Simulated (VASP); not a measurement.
Level of theory: PBE GGA with spin-orbit coupling, VASP's PBE PAW potentials (set 64) (plane waves; VASP).

VASP ran on this input.

### KPOINTS
```
Automatic mesh
0
G
 11 11 9
0 0 0
```

File POSCAR:
```
MoRu
7.2741240
  0.3814713634   0.0000000000   0.0000000000
  0.0000000000   0.3814713634   0.0000000000
  0.0000000000   0.0000000000   0.5000000000
Mo Ru
1 1
Cart
  0.1907356817   0.1907356817   0.2500000000
  0.0000000000   0.0000000000   0.0000000000
```

### INCAR
```
SYSTEM  =  MoRu
PREC  =  Accurate; ENCUT  =  300; LREAL  =  F
LASPH  =  T
EDIFF  =  1E-6; NELM  =  100; ALGO  =  Normal
LMAXMIX  =  4
ISMEAR  =  -1; SIGMA  =  0.136
GGA  =  PE; GGA_COMPAT  =  F
MAGMOM  =  6*0.0; LSORBIT  =  T; LNONCOLLINEAR  =  T
ISIF  =  2
LWAVE  =  F; LCHARG  =  F; LORBIT  =  11
```

POTCAR, in this order: Mo_sv Ru_pv (PBE.64 set). Program: vasp_ncl.

Output of the run:

OSZICAR:
```
       N       E                     dE             d eps       ncg     rms          rms(c)
DAV:   1     0.243230958439E+03    0.24323E+03   -0.12859E+04  8128   0.113E+03
DAV:   2    -0.134111627592E+02   -0.25664E+03   -0.24965E+03  8272   0.427E+02
DAV:   3    -0.213046535781E+02   -0.78935E+01   -0.76272E+01  8892   0.756E+01
DAV:   4    -0.214237144987E+02   -0.11906E+00   -0.11865E+00  8520   0.787E+00
DAV:   5    -0.214260772512E+02   -0.23628E-02   -0.23623E-02  8468   0.103E+00    0.206E+01
DAV:   6    -0.203693778827E+02    0.10567E+01   -0.24297E+00  8020   0.150E+01    0.627E+00
DAV:   7    -0.202848795005E+02    0.84498E-01   -0.68752E-01  8076   0.760E+00    0.217E+00
DAV:   8    -0.202334900014E+02    0.51389E-01   -0.19642E-01  8400   0.376E+00    0.964E-01
DAV:   9    -0.202275059763E+02    0.59840E-02   -0.10180E-02  8364   0.959E-01    0.530E-01
DAV:  10    -0.202268080858E+02    0.69789E-03   -0.12421E-03  8728   0.414E-01    0.111E-01
DAV:  11    -0.202268167371E+02   -0.86513E-05   -0.57540E-05  8908   0.731E-02    0.616E-02
DAV:  12    -0.202268209431E+02   -0.42060E-05   -0.13350E-05  8292   0.335E-02    0.157E-02
DAV:  13    -0.202268205072E+02    0.43593E-06   -0.48223E-07  4552   0.583E-03
   1 F= -.20226821E+02 E0= -.20164827E+02  d E =-.123987E+00  mag=    -0.0000     0.0000    -0.0000
```

**OUTCAR**
```
------------------------ aborting loop because EDIFF is reached ----------------------------------------
  FORCE on cell =-STRESS in cart. coord.  units (eV):
  Direction    XX          YY          ZZ          XY          YZ          ZX
  --------------------------------------------------------------------------------------
  Total        2.6218145      2.6218145      4.3374169      0.0000000     -0.0000000     -0.0000000
  in kB      149.9949210    149.9949210    248.1451337      0.0000000     -0.0000000     -0.0000000
  external PRESSURE =     182.7116585 kB  Pullay stress =       0.0000000 kB
  volume of cell :       28.01
      direct lattice vectors                 reciprocal lattice vectors
     2.774870000  0.000000000  0.000000000     0.360377243  0.000000000  0.000000000
     0.000000000  2.774870000  0.000000000     0.000000000  0.360377243  0.000000000
     0.000000000  0.000000000  3.637062000     0.000000000  0.000000000  0.274947196
 POSITION                                       TOTAL-FORCE (eV/Angst)
 -----------------------------------------------------------------------------------
      1.38743      1.38743      1.81853         0.000000      0.000000      0.000000
      0.00000      0.00000      0.00000         0.000000      0.000000      0.000000
 -----------------------------------------------------------------------------------
    total drift:                                0.000000      0.000000      0.000000
  FREE ENERGIE OF THE ION-ELECTRON SYSTEM (eV)
  ---------------------------------------------------
  free  energy   TOTEN  =       -20.2268205072 eV

  energy  without entropy=      -20.1028338812  energy(sigma->0) =      -20.16482719

 total charge

# of ion       s       p       d       tot
------------------------------------------
    1        2.397   6.215   3.946  12.559
    2        0.436   6.317   6.063  12.816
--------------------------------------------------
tot          2.834  12.532  10.009  25.375

 magnetization (x)

# of ion       s       p       d       tot
------------------------------------------
    1        0.000  -0.000   0.000  -0.000
    2       -0.000   0.000   0.000  -0.000
--------------------------------------------------
tot         -0.000   0.000   0.000  -0.000

 magnetization (y)

# of ion       s       p       d       tot
------------------------------------------
    1        0.000   0.000   0.000   0.000
    2        0.000   0.000   0.000   0.000
--------------------------------------------------
tot          0.000   0.000   0.000   0.000

 magnetization (z)

# of ion       s       p       d       tot
------------------------------------------
    1       -0.000  -0.000  -0.000  -0.000
    2       -0.000  -0.000   0.000  -0.000
--------------------------------------------------
tot         -0.000  -0.000  -0.000  -0.000

 Ion:    1  E_soc:     -0.2038611

 Ion:    2  E_soc:     -0.2645989
```
(Selected blocks of OUTCAR.)

At this cut-off the stress carries a Pulay error, which pulls relaxed volumes low.

The structure was generated: MoRu was put into an ordered model structure, which need not be its known phase. The cell was not relaxed at this level. The run is one of a series of settings (GGA_COMPAT = .FALSE., LNONCOLLINEAR = .TRUE., LSORBIT = .TRUE., MAGMOM = 0.0 0.0 0.0 0.0 0.0 0.0, program vasp_ncl against the base run), some of them coarse on purpose.
